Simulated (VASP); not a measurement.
Consider the following.

```
Li2Se
1.0
    0.00000     3.00000     3.00000
    3.00000     0.00000     3.00000
    3.00000     3.00000     0.00000
Li Se
2 1
Direct
  0.25489   0.25246   0.24099
  0.74785   0.73969   0.75816
  0.99726   0.00785   0.00085
```

Method: PBE GGA, VASP's PBE PAW potentials (set 64) (plane waves; VASP). Run with 400 eV cut-off, 5×5×5 Γ-centred mesh, Fermi-Dirac smearing of 0.020 eV, potentials Li_sv Se.

At this cut-off the stress carries a Pulay error, which pulls relaxed volumes low. Energy and stress use the plane-wave basis of the starting cell.

The ions, cell shape and volume are relaxed. Predict the relaxed structure.

```
Li2Se
1.0
    0.00015     2.95798     2.95786
    2.95811     0.00018     2.95783
    2.95845     2.95829    -0.00016
Li Se
2 1
Cartesian
  1.47896   1.47891   1.47959
  4.43801   4.43775   4.43603
  5.91645   5.91624   5.91542
```
Space group Fm-3m (225), at a tolerance of 0.03 Å.

How do energy and volume change from the first to the last step?

The energy (σ→0) changes by -6.4 meV/atom and the volume by -4.1 %, in 11 ionic steps.

The structure is a typed Li2Se crystal. In the starting cell atoms are displaced from their ideal sites. This run relaxes it. The run is one of a series of settings (EDIFFG = -0.01, IBRION = 2, ISIF = 3, NSW = 50 against the base run), some of them coarse on purpose.
